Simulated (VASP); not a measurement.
Crystal: SnO (Romarchite).

```
Sn O
1.0
     3.79860    0.00000    0.00000
     0.00000    3.79860    0.00000
     0.00000    0.00000    4.84080
Sn O
2 2
Direct
  0.50000 0.00000 0.23690
  0.00000 0.50000 0.76310
  0.00000 0.00000 0.00000
  0.50000 0.50000 0.00000
```

Base run:

| Property | Result |
| --- | --- |
| Program | VASP 6.6.1 |
| Functional | PBEsol |
| Potentials or basis | VASP PAW PBE potentials, release 64 (Sn, O) |
| Cutoff | 500 eV |
| k mesh | 6 × 6 × 5 |
| Occupations | fermi-dirac, width 0.02 eV |
| Spin | no spin polarisation |

Its results: band gap on the k mesh 0.05 eV, indirect (least direct gap 1.90 eV); pressure 0.3 GPa; largest force 0.240 eV/Å.

**Question.** The run is repeated on the same cell with these changes: potentials or basis from VASP PAW PBE potentials, release 64 (Sn, O) to VASP PAW PBE potentials, release 64 (Sn_d, O); cutoff from 500 eV to 700 eV; valence electrons from 20 to 40. What comes out?

**Answer.** Band gap on the k mesh 0.05 eV, indirect (least direct gap 1.92 eV); pressure 0.8 GPa; largest force 0.290 eV/Å.

Caveats: the PAW data sets were made with another functional, which shifts forces and pressure a little; spin-orbit coupling is left out, which moves the levels of the heavy elements; an odd mesh through Γ misses points on the zone boundary, where band edges often lie.
